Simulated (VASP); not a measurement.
Given:

```
CdCl2
1.0
    3.94662     0.00000     0.00000
    0.00000     3.94662     0.00000
    0.00000     0.00000     4.94575
Cd Cl
1 2
Cartesian
  1.97331   1.97331   2.47288
  0.00000   1.97331   1.03124
  1.97331   3.94662   3.91451
```

All values below come from LDA (Ceperley-Alder, Perdew-Zunger) with spin-orbit coupling, VASP's LDA PAW potentials (set 64) (plane waves; VASP). Settings: 400 eV cut-off, 5×5×4 Γ-centred mesh, Gaussian smearing of 0.050 eV, potentials Cd Cl.

Give the energies of bands 15 to 28 at the high-symmetry points, in eV from the valence-band maximum.

```json
[
 {"band": "15", "Γ": "-2.93", "X": "-3.53", "M": "-4.28", "Z": "-2.74", "R": "-4.33", "A": "-3.61"},
 {"band": "16", "Γ": "-2.93", "X": "-3.53", "M": "-4.28", "Z": "-2.74", "R": "-4.33", "A": "-3.61"},
 {"band": "17", "Γ": "-1.80", "X": "-1.70", "M": "-1.92", "Z": "-1.18", "R": "-2.98", "A": "-2.91"},
 {"band": "18", "Γ": "-1.80", "X": "-1.70", "M": "-1.92", "Z": "-1.18", "R": "-2.98", "A": "-2.91"},
 {"band": "19", "Γ": "-1.75", "X": "-1.61", "M": "-1.69", "Z": "-1.16", "R": "-0.98", "A": "-1.97"},
 {"band": "20", "Γ": "-1.75", "X": "-1.61", "M": "-1.69", "Z": "-1.16", "R": "-0.98", "A": "-1.97"},
 {"band": "21", "Γ": "-0.36", "X": "-1.52", "M": "-1.50", "Z": "-1.13", "R": "-0.53", "A": "-1.94"},
 {"band": "22", "Γ": "-0.36", "X": "-1.52", "M": "-1.50", "Z": "-1.13", "R": "-0.53", "A": "-1.94"},
 {"band": "23", "Γ": "-0.05", "X": "-1.11", "M": "-1.48", "Z": "-0.71", "R": "-0.48", "A": "-1.81"},
 {"band": "24", "Γ": "-0.05", "X": "-1.11", "M": "-1.48", "Z": "-0.71", "R": "-0.48", "A": "-1.81"},
 {"band": "25", "Γ": "0.00", "X": "-0.48", "M": "-0.56", "Z": "-0.68", "R": "-0.35", "A": "-0.81"},
 {"band": "26", "Γ": "0.00", "X": "-0.48", "M": "-0.56", "Z": "-0.68", "R": "-0.35", "A": "-0.81"},
 {"band": "27", "Γ": "2.63", "X": "5.08", "M": "5.44", "Z": "4.69", "R": "4.03", "A": "6.18"},
 {"band": "28", "Γ": "2.63", "X": "5.08", "M": "5.44", "Z": "4.69", "R": "4.03", "A": "6.18"}
]
```

The gap is direct, 2.63 eV, from the valence maximum at Γ to the conduction minimum at Γ.

The structure comes from a computed database's CdCl2 entry (P-4m2); how it stands against other phases isn't given here. It was relaxed first, which changed the volume by -13 %.
